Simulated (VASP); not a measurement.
Level of theory: RPA correlation on PBE orbitals, VASP's PBE PAW potentials (set 64) (plane waves; VASP).

Input for VASP

KPOINTS:
```
kpoints
0
Gamma
 4 4 4
0 0 0
```

INCAR:
```
ENCUTGW  =  300
LASPH  =  .TRUE.   # aspherical one-centre terms
SIGMA  =  0.01
LCHARG  =  .FALSE.
ALGO  =  ACFDT
ISMEAR  =  0
LREAL  =  .FALSE.
NBANDS  =  392
LWAVE  =  .FALSE.
GGA  =  PE   # PBE
ENCUT  =  500   # plane-wave cut-off (eV)
SYSTEM  =  LiF
NOMEGA  =  12
PREC  =  Normal
```

**POSCAR**
```
LiF
1.9597660
  0.0000000000   1.0000000000   1.0000000000
  1.0000000000   0.0000000000   1.0000000000
  1.0000000000   1.0000000000   0.0000000000
Li F
1 1
Cart
  0.0000000000   0.0000000000   0.0000000000
  1.0000000000   1.0000000000   1.0000000000
```

POTCAR, in this order: Li_sv_GW F_GW_new (PBE.64 set). Program: vasp_std. Read from the step before: WAVECAR, WAVEDER.

The run wrote:

OSZICAR:
```
energies w=
    0.000    1.932    0.000    6.123    0.000   11.369    0.000   18.629
    0.000   29.309    0.000   45.591    0.000   70.999    0.000  111.470
    0.000  177.709    0.000  291.883    0.000  514.825    0.000 1141.751
NQ=   1    0.0000    0.0000    0.0000,
 performed       1465000 updates of chi_q(r,r)
NQ=   2    0.2500    0.0000    0.0000,
 performed       2930000 updates of chi_q(r,r)
NQ=   3    0.5000    0.0000    0.0000,
 performed       4395000 updates of chi_q(r,r)
NQ=   4    0.2500    0.2500    0.0000,
 performed       5860000 updates of chi_q(r,r)
NQ=   5    0.5000    0.2500    0.0000,
 performed       7325000 updates of chi_q(r,r)
NQ=   6   -0.2500    0.2500    0.0000,
 performed       8790000 updates of chi_q(r,r)
NQ=   7    0.5000    0.5000    0.0000,
 performed      10255000 updates of chi_q(r,r)
NQ=   8   -0.2500    0.5000    0.2500,
 performed      11720000 updates of chi_q(r,r)
```

**OUTCAR**
```


      cutoff energy     smooth cutoff   RPA   correlation   Hartree contr. to MP2
---------------------------------------------------------------------------------
            300.000           240.000      -11.7032692785      -16.8500463137
            285.714           228.571      -11.5151393291      -16.6138553916
            272.109           217.687      -11.3206107034      -16.3665803938
            259.151           207.321      -11.1159640614      -16.1030853582
            246.811           197.449      -10.9026857562      -15.8249279742
            235.058           188.046      -10.6817548365      -15.5329508567
            223.865           179.092      -10.4563740736      -15.2311787712
            213.204           170.564      -10.2211297845      -14.9120533638
  linear regression
  converged value                          -13.8939524385      -19.7281381392
```
(Selected blocks of OUTCAR.)

The mesh is coarse, so the correlation energy is not converged in k-points.

The compound is LiF in the rock salt structure. This cell is one point of a volume scan, at 0.92 of the reference volume. The k-mesh is coarse (spacing up to 0.69 per Å, 2π included), so the numbers may not be converged in it.
